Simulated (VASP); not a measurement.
Here is the system:

```xyz
4
Lattice="-0.1126 4.0359 3.9717 4.0359 -0.1126 3.9717 1.9617 1.9617 0.0000" Properties=species:S:1:pos:R:3 pbc="T T T"
Ir     0.0000     0.0000     0.0000
Au     2.0179    -0.0563     1.9858
Au    -0.0563     2.0179     1.9858
Au     1.9617     1.9617     3.9717
```

The numbers are results of PBEsol GGA, VASP's PBE PAW potentials (set 64) (plane waves; VASP 6.6.1), not measurements. Settings: 400 eV cut-off, Gaussian smearing of 0.050 eV, potentials Ir Au.

Unless said otherwise, spin-orbit coupling is left out, though it shifts the bands of the heavy elements here.

**Question.** Predict the band gap (along the path) with the smallest direct gap where there is one.

**Answer.** 
The band gap (along the path) is none (metal, semimetal or under 0.01 eV).

The absolute energy has meaning only against runs of the same code, potentials and settings.

The structure was generated: Au3Ir was put into an ordered model structure (Cmmm), which need not be its known phase. It was relaxed first.
